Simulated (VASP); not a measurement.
# MgCl8 (P6/mmm) in VASP: notebook

The runs below take MgCl8 through relaxation of cell and atoms, single point, with PBE.

Everything below comes from runs of VASP 6.6.1. Logs are shortened: lines on timing, memory, paths and dates and some standing lists are left out, and cuts for length are marked.

### Step 1. The structure

Symmetry: P6/mmm, No. 191, hexagonal system. The conventional cell has a = 6.101 Å, b = 6.101 Å, c = 2.781 Å, α = 90.00°, β = 90.00°, γ = 120.00°. Mg (site symmetry 6/mmm) has 12 Cl at 2.44 Å and 2 Mg at 2.78 Å as nearest neighbours. Cl (site symmetry mm2) has 4 Cl at 2.01 to 2.06 Å as nearest neighbours. Cl (site symmetry -6m2) is surrounded by 6 Cl at 2.06 Å.

The cell was built by a generator and needn't be a form met in nature.

### Step 2. Relaxation of cell and atoms, PBE

Input file INCAR:

```
PREC = Accurate ; ENCUT = 600
EDIFF = 1E-7 ; ISMEAR = 0
SIGMA = 0.1 ; LREAL = F
LASPH = T ; NELM = 100
ALGO = Normal ; ISIF = 3
LWAVE = F ; LCHARG = F
GGA = PE ; IBRION = 2
NSW = 90 ; EDIFFG = -0.04
```

Input file KPOINTS:

```
regular mesh
0
Gamma
  3 3 6
```

Input file POSCAR:

```
MgCl8
1.0
    6.1013728800      0.0000000000      0.0000000000
   -3.0506864400      5.2839439100      0.0000000000
    0.0000000000      0.0000000000      2.7806025500
Mg Cl
1 8
Direct
    0.0000000000      0.0000000000      0.0000000000
    0.8099998000      0.1900002000      0.5000000000
    0.8099998000      0.6199996000      0.5000000000
    0.3800004000      0.1900002000      0.5000000000
    0.1900002000      0.8099998000      0.5000000000
    0.1900002000      0.3800004000      0.5000000000
    0.6199996000      0.8099998000      0.5000000000
    0.3333333300      0.6666666700      0.0000000000
    0.6666666700      0.3333333300      0.0000000000
```

Potentials or basis: VASP PAW PBE potentials, release 64 (Mg, Cl).

The run is started by

```console
cat potpaw_PBE.64/Mg/POTCAR potpaw_PBE.64/Cl/POTCAR > POTCAR
mpirun -np 1 vasp_std > vasp.out
```

OUTCAR:

```text
PREC = Accurate
   ENCUT = 600
   EDIFF = 1E-7
   ISMEAR = 0
   LREAL = F
   LASPH = T
   NELM = 100
   ISIF = 3
   GGA = PE
   IBRION = 2
   NSW = 90
   EDIFFG = -0.04

 ion  position               nearest neighbor table
   1  0.000  0.000  0.000-   3 2.44   6 2.44   3 2.44   6 2.44   2 2.44   7 2.44   2 2.44   4 2.44
                             4 2.44   5 2.44   5 2.44   7 2.44
   2  0.810  0.190  0.500-   7 2.01   6 2.01   9 2.06   9 2.06   1 2.44   1 2.44   3 2.62   4 2.62

   3  0.810  0.620  0.500-   5 2.01   7 2.01   9 2.06   9 2.06   1 2.44   1 2.44   4 2.62   2 2.62

   4  0.380  0.190  0.500-   5 2.01   6 2.01   9 2.06   9 2.06   1 2.44   1 2.44   3 2.62   2 2.62

   5  0.190  0.810  0.500-   4 2.01   3 2.01   8 2.06   8 2.06   1 2.44   1 2.44   6 2.62   7 2.62

   6  0.190  0.380  0.500-   2 2.01   4 2.01   8 2.06   8 2.06   1 2.44   1 2.44   7 2.62   5 2.62

   7  0.620  0.810  0.500-   2 2.01   3 2.01   8 2.06   8 2.06   1 2.44   1 2.44   6 2.62   5 2.62

   8  0.333  0.667  0.000-   5 2.06   5 2.06   6 2.06   6 2.06   7 2.06   7 2.06
   9  0.667  0.333  0.000-   2 2.06   2 2.06   3 2.06   3 2.06   4 2.06   4 2.06

  LATTYP: Found a hexagonal cell.
 ALAT       =     6.1013728800
 C/A-ratio  =     0.4557339151

  Lattice vectors:

 A1 = (   6.1013728800,   0.0000000000,   0.0000000000)
 A2 = (  -3.0506864400,   5.2839439100,   0.0000000000)
 A3 = (   0.0000000000,   0.0000000000,   2.7806025500)

Analysis of symmetry for initial positions (statically):
=====================================================================
 Subroutine PRICEL returns:
 Original cell was already a primitive cell.

 Routine SETGRP: Setting up the symmetry group for a
 hexagonal supercell.

 Subroutine GETGRP returns: Found 24 space group operations
 (whereof 24 operations were pure point group operations)
 out of a pool of 24 trial point group operations.

The static configuration has the point symmetry D_6h.

Analysis of symmetry for dynamics (positions and initial velocities):
=====================================================================
 Subroutine PRICEL returns:
 Original cell was already a primitive cell.

 Routine SETGRP: Setting up the symmetry group for a
 hexagonal supercell.

 Subroutine GETGRP returns: Found 24 space group operations
 (whereof 24 operations were pure point group operations)
 out of a pool of 24 trial point group operations.

The dynamic configuration has the point symmetry D_6h.

 Subroutine INISYM returns: Found 24 space group operations
 (whereof 24 operations are pure point group operations),
 and found     1 'primitive' translations

----------------------------------------------------------------------------------------

                                     Primitive cell

  volume of cell :      89.6447

  direct lattice vectors                    reciprocal lattice vectors
     6.101372880  0.000000000  0.000000000     0.163897539  0.094626288  0.000000000
    -3.050686440  5.283943910  0.000000000     0.000000000  0.189252577  0.000000000
     0.000000000  0.000000000  2.780602550     0.000000000  0.000000000  0.359634281

  length of vectors
     6.101372880  6.101372878  2.780602550     0.189252577  0.189252577  0.359634281

  position of ions in fractional coordinates (direct lattice)
     0.000000000  0.000000000  0.000000000
     0.809999800  0.190000200  0.500000000
     0.809999800  0.619999600  0.500000000
     0.380000400  0.190000200  0.500000000
     0.190000200  0.809999800  0.500000000
     0.190000200  0.380000400  0.500000000
     0.619999600  0.809999800  0.500000000
     0.333333330  0.666666670  0.000000000
     0.666666670  0.333333330  0.000000000

  ion indices of the primitive-cell ions
   primitive index   ion index
                 1           1
                 2           2
                 3           3
                 4           4
                 5           5
                 6           6
                 7           7
                 8           8
                 9           9

----------------------------------------------------------------------------------------

 KPOINTS: regular mesh

Automatic generation of k-mesh.
 Grid dimensions read from file:
 generate k-points for:    3    3    6

 Generating k-lattice:

  Cartesian coordinates                     Fractional coordinates (reciprocal lattice)
     0.054632513  0.031542096  0.000000000     0.333333333 -0.000000000  0.000000000
     0.000000000  0.063084192  0.000000000     0.000000000  0.333333333  0.000000000
     0.000000000  0.000000000  0.059939047     0.000000000  0.000000000  0.166666667

  Length of vectors
     0.063084192  0.063084192  0.059939047

  Shift w.r.t. Gamma in fractional coordinates (k-lattice)
     0.000000000  0.000000000  0.000000000

 Subroutine IBZKPT returns following result:
 ===========================================

 Found     12 irreducible k-points:

 Following reciprocal coordinates:
            Coordinates               Weight
  0.000000  0.000000  0.000000      1.000000
  0.333333  0.000000  0.000000      6.000000
  0.333333  0.333333  0.000000      2.000000
  0.000000  0.000000  0.166667      2.000000
  0.333333  0.000000  0.166667     12.000000
  0.333333  0.333333  0.166667      4.000000
  0.000000  0.000000  0.333333      2.000000
  0.333333  0.000000  0.333333     12.000000
  0.333333  0.333333  0.333333      4.000000
  0.000000  0.000000  0.500000      1.000000
  0.333333  0.000000  0.500000      6.000000
  0.333333  0.333333  0.500000      2.000000
   k-points           NKPTS =     12   k-points in BZ     NKDIM =     12   number of bands    NBANDS=     34
   number of dos      NEDOS =    301   number of ions     NIONS =      9
   total plane-waves  NPLWV =  60000
   dimension x,y,z NGX =    50 NGY =   50 NGZ =   24
   dimension x,y,z NGXF=   100 NGYF=  100 NGZF=   48
   ions per type =               1   8
   NGX,Y,Z   is equivalent  to a cutoff of  13.62, 13.62, 14.35 a.u.
   NGXF,Y,Z  is equivalent  to a cutoff of  27.25, 27.25, 28.70 a.u.
 SYSTEM =  unknown system
   PREC   = accura    normal or accurate (medium, high low for compatibility)
   ISTART =      0    job   : 0-new  1-cont  2-samecut
   ICHARG =      2    charge: 1-file 2-atom 10-const
   ISPIN  =      1    spin polarized calculation?
   LNONCOLLINEAR =      F non collinear calculations
   LSORBIT =      F    spin-orbit coupling
   LASPH  =      T    aspherical Exc in radial PAW
   ENCUT  =  600.0 eV  44.10 Ry    6.64 a.u.  12.19 12.19  5.55*2*pi/ulx,y,z
   NELM   =    100;   NELMIN=  2; NELMDL= -5     # of ELM steps
   EDIFF  = 0.1E-06   stopping-criterion for ELM
   LREAL  =      F    real-space projection
   EDIFFG = -.4E-01   stopping-criterion for IOM
   NSW    =     90    number of steps for IOM
   IBRION =      2    ionic relax: 0-MD 1-quasi-New 2-CG
   NFREE  =      1    steps in history (QN), initial steepest desc. (CG)
   ISIF   =      3    stress and relaxation
   ISYM   =      2    0-nonsym 1-usesym 2-fastsym
   POTIM  = 0.5000    time-step for ionic-motion
   TEBEG  =    0.0;   TEEND  =   0.0 temperature during run
   PSTRESS=    0.0 pullay stress
   NELECT =      58.0000    total number of electrons
   NUPDOWN=      -1.0000    fix difference up-down
   EMIN   =  10.00;   EMAX   =-10.00  energy-range for DOS
   EFERMI =   0.00;   METHOD = LEGACY
   ISMEAR =     0;   SIGMA  =   0.10  broadening in eV -4-tet -1-fermi 0-gaus
   EFERMI_NEDOS =   21; number of points for ismear=-14 and -15
   IALGO  =     38    algorithm
   IMIX   =      4    mixing-type and parameters
     AMIX     =   0.40;   BMIX     =  1.00
     AMIX_MAG =   1.60;   BMIX_MAG =  1.00
  volume/ion in A,a.u.               =       9.96        67.22
  Fermi-wavevector in a.u.,A,eV,Ry     =   1.415933  2.675725 27.277849  2.004865
  Thomas-Fermi vector in A             =   2.537320
   LORBIT       =      0    0 simple, 1 ext, 2 COOP (PROOUT), +10 PAW based schemes
   GGA     = PE    functional components
   LHFCALC =     F    Hartree Fock is set to
   AEXX    =    0.0000 exact exchange contribution
   IVDW    =     0    specifies the selected vdW correction
   LEPSILON=     F    determine dielectric tensor
   LRPA    =     F    only Hartree local field effects (RPA)
 conjugate gradient relaxation of ions
 non-spin polarized calculation
 Gauss-broadening in eV      SIGMA  =   0.10
  energy-cutoff  :      600.00
  volume of cell :       89.64
 maximum number of plane-waves:      3013
 NGX is ok and might be reduce to    50
   NGX = 25   NGY = 25   NGZ = 11

--------------------------------------- Ionic step        1  -------------------------------------------

 number of electron      58.0000000 magnetization

 Free energy of the ion-electron system (eV)
  ---------------------------------------------------
  ext. energy  EPLUGINS =         0.00000000
  ---------------------------------------------------
  free energy    TOTEN  =        25.12510114 eV

  energy without entropy =       25.14128762  energy(sigma->0) =       25.13319438

 E-fermi :  15.1657     XC(G=0): -13.0705

 val. band max:       15.1496874474   @ k =   0.0000   0.0000   0.1667
 cond. band min:      15.2727868776   @ k =   0.3333   0.0000   0.1667
 fundamental gap:      0.1230994302
 Fermi energy:        15.1656611232

 k-point     1 :       0.0000    0.0000    0.0000
  band No.  band energies     occupation
      1     -11.3717      2.00000
      2      -9.3880      2.00000
      3      -7.0602      2.00000
      4      -7.0602      2.00000
      5      -5.2195      2.00000
      6      -5.2195      2.00000
[... 473 lines left out ...]
  energy  without entropy=       25.1412876249  energy(sigma->0) =       25.13319438

--------------------------------------- Ionic step        2  -------------------------------------------

 number of electron      58.0000018 magnetization

 E-fermi :  -2.0401     XC(G=0):  -6.8613

 val. band max:       -2.0401598113   @ k =   0.3333   0.3333   0.3333
 cond. band min:      -2.0350961814   @ k =   0.3333   0.0000   0.1667
 fundamental gap:      0.0050636299
 Fermi energy:        -2.0400500466

 k-point     1 :       0.0000    0.0000    0.0000
  band No.  band energies     occupation
      1     -15.8900      2.00000
      2     -15.5934      2.00000
      3     -15.5934      2.00000
      4     -15.2331      2.00000
      5     -15.1628      2.00000
      6     -15.1628      2.00000
[... 512 lines left out ...]
  FREE ENERGIE OF THE ION-ELECTRON SYSTEM (eV)
  ---------------------------------------------------
  free  energy   TOTEN  =       -13.1542151551 eV

  energy  without entropy=      -13.0943440542  energy(sigma->0) =      -13.12427960

[... ionic steps 4 to 12 ...]

--------------------------------------- Ionic step       13  -------------------------------------------

 number of electron      58.0000005 magnetization

------------------------ aborting loop because EDIFF is reached ----------------------------------------

  FORCE on cell =-STRESS in cart. coord.  units (eV):
  Direction    XX          YY          ZZ          XY          YZ          ZX
  --------------------------------------------------------------------------------------
  -------------------------------------------------------------------------------------
  Total       -0.2395005     -0.2395005     -0.1855456      0.0000000      0.0000000      0.0000000
  in kB       -1.6424613     -1.6424613     -1.2724461      0.0000000      0.0000000      0.0000000
  external PRESSURE =      -1.5191229 kB  Pullay stress =       0.0000000 kB
[... 71 lines left out ...]
  energy  without entropy=      -13.5624444735  energy(sigma->0) =      -13.59807238

--------------------------------------- Ionic step       15  -------------------------------------------

 number of electron      58.0000003 magnetization

 Free energy of the ion-electron system (eV)
  ---------------------------------------------------
  ext. energy  EPLUGINS =         0.00000000
  ---------------------------------------------------
  free energy    TOTEN  =       -13.63489440 eV

  energy without entropy =      -13.56291173  energy(sigma->0) =      -13.59890306

 E-fermi :   0.5813     XC(G=0):  -8.2151

 val. band max:        0.5357422398   @ k =   0.3333   0.3333   0.5000
 cond. band min:       0.6005231184   @ k =   0.3333   0.0000   0.1667
 fundamental gap:      0.0647808786
 Fermi energy:         0.5813141152

 k-point     1 :       0.0000    0.0000    0.0000
  band No.  band energies     occupation
      1     -15.0103      2.00000
      2     -14.4111      2.00000
      3     -14.4111      2.00000
      4     -13.3677      2.00000
      5     -13.3496      2.00000
      6     -13.3496      2.00000
[... 469 lines left out ...]
  FREE ENERGIE OF THE ION-ELECTRON SYSTEM (eV)
  ---------------------------------------------------
  free  energy   TOTEN  =       -13.6348944011 eV

  energy  without entropy=      -13.5629117267  energy(sigma->0) =      -13.59890306

 reached required accuracy - stopping structural energy minimisation
```

It took 9.3 min on 1 thread of Intel Xeon Platinum 8259CL at 2.50GHz (Skylake/Cascade Lake), shared host; peak memory 0.24 GiB.

What came out:

| Quantity | Value |
| --- | --- |
| Free energy | -13.6349 eV |
| Relaxed volume | 25.92 Å³/atom |
| Relaxed cell | a = 8.758 Å, b = 8.758 Å, c = 3.512 Å, α = 90.00°, β = 90.00°, γ = 120.00° |
| Space group after relaxing (to 0.05 Å) | P6/mmm (No. 191) |
| Energy gained by relaxing | 4306.7 meV/atom |
| Ionic steps | 15 |
| Pressure after relaxing | -0.1 GPa |
| Largest force after relaxing | 0.039 eV/Å |
| Band gap on the k mesh | none (metal or under the smearing width) |

Forces on the atoms (eV/Å):
```
Mg   0.000  0.000  0.000
Cl   0.033 -0.019  0.000
Cl   0.000  0.039  0.000
Cl  -0.033 -0.019  0.000
Cl  -0.033  0.019  0.000
Cl   0.000 -0.039  0.000
Cl   0.033  0.019  0.000
Cl   0.000  0.000  0.000
Cl   0.000  0.000  0.000
```

The path:
```
step  energy change (eV)  largest force (eV/Å)  pressure (GPa)  volume (Å³)
   1              0.0000                2.6566          181.81        89.64
   2            -36.1850                0.6846           -5.99       330.31
   3            -38.2793                0.4401            3.13       209.78
   4            -38.4629                0.5220           -1.15       238.34
   5            -38.4854                0.5017           -0.31       231.10
   6            -38.4810                0.4910            0.18       227.37
   7            -38.5449                0.4001            0.34       226.57
   8            -38.6647                0.1068            1.00       224.13
   9            -38.5266                0.5892            3.20       219.10
  10            -38.6804                0.0419            1.41       222.99
  11            -38.7368                0.0012            0.64       227.88
  12            -38.7584                0.0630           -0.25       234.42
  13            -38.7588                0.0547           -0.15       233.63
  14            -38.7588                0.0526           -0.12       233.41
  15            -38.7600                0.0385           -0.08       233.27
```

Final structure:
```xyz
9
Lattice="8.7579 0.0000 0.0000 -4.3789 7.5845 0.0000 0.0000 0.0000 3.5118" Properties=species:S:1:pos:R:3 pbc="T T T"
Mg   -4.3789    7.5845    0.0000
Cl    6.5264    1.2884    1.7559
Cl    4.3789    5.0078    1.7559
Cl    2.2315    1.2884    1.7559
Cl   -2.1474    6.2962    1.7559
Cl    0.0000    2.5767    1.7559
Cl    2.1474    6.2962    1.7559
Cl    0.0000    5.0564    0.0000
Cl    4.3789    2.5282    0.0000
```

Caveat: the k mesh is coarse (spacing up to 0.40 Å⁻¹), so the values aren't converged; the volume moved by over 15 % at a fixed basis, so the end points are rough.

### Step 3. Single point, PBE

This run uses another cell than the first one, of 26.45 Å³/atom, 2.656 times its volume.

Input file INCAR:

```
SYSTEM = MgCl8
ALGO = Fast ; EDIFF = 1E-7
ENCUT = 520 ; GGA = PE
ISIF = 2 ; ISMEAR = 0
LASPH = .TRUE. ; LCHARG = .FALSE.
LREAL = .FALSE. ; LWAVE = .FALSE.
NBANDS = 39 ; NELM = 100
PREC = Accurate ; SIGMA = 0.1
```

Input file KPOINTS:

```
k-points
0
G
  3 3 6
  0 0 0
```

Input file POSCAR:

```
MgCl8
1.0
    8.8578553102      0.0000000000      0.0000000000
   -4.4289276551      7.6711277217      0.0000000000
    0.0000000000      0.0000000000      3.5038863259
Mg Cl
1 8
Direct
    0.0000000000      0.0000000000      0.0000000000
    0.8315915279      0.1684084721      0.5000000000
    0.8315915279      0.6631830559      0.5000000000
    0.3368169441      0.1684084721      0.5000000000
    0.1684084721      0.8315915279      0.5000000000
    0.1684084721      0.3368169441      0.5000000000
    0.6631830559      0.8315915279      0.5000000000
    0.3333333333      0.6666666667      0.0000000000
    0.6666666667      0.3333333333      0.0000000000
```

Potentials or basis: VASP PAW PBE potentials, release 64 (Mg, Cl).

The run is started by

```console
cat potpaw_PBE.64/Mg/POTCAR potpaw_PBE.64/Cl/POTCAR > POTCAR
mpirun -np 1 vasp_std > vasp.out
```

Wall time 1.8 min (1 thread of AMD EPYC 9R45 (Zen 5), shared host); peak memory 0.36 GiB.

It converged, with:

```
Free energy            : -13.7337 eV
Pressure               : -0.3 GPa
Largest force          : 0.043 eV/Å
Band gap on the k mesh : none (metal or under the smearing width)
```

Forces on the atoms (eV/Å):
```
Mg   0.000  0.000  0.000
Cl   0.037 -0.021  0.000
Cl   0.000  0.043  0.000
Cl  -0.037 -0.021  0.000
Cl  -0.037  0.021  0.000
Cl   0.000 -0.043  0.000
Cl   0.037  0.021  0.000
Cl   0.000  0.000  0.000
Cl   0.000  0.000  0.000
```

Stress tensor (GPa, compression positive):
```
-0.33  0.00  0.00
 0.00 -0.33  0.00
 0.00  0.00 -0.17
```

Levels at points of the mesh, in eV from the Fermi level:
| k point | band 25 | band 26 | band 27 | band 28 | band 29 | band 30 | band 31 | band 32 |
| --- | --- | --- | --- | --- | --- | --- | --- | --- |
| (0.00, 0.00, 0.00) | -0.67 | -0.27 | -0.27 | -0.21 | 0.14 | 0.14 | 0.25 | 1.02 |
| (0.00, 0.00, 0.50) | -0.78 | -0.78 | -0.49 | -0.49 | -0.09 | -0.09 | 0.49 | 1.15 |
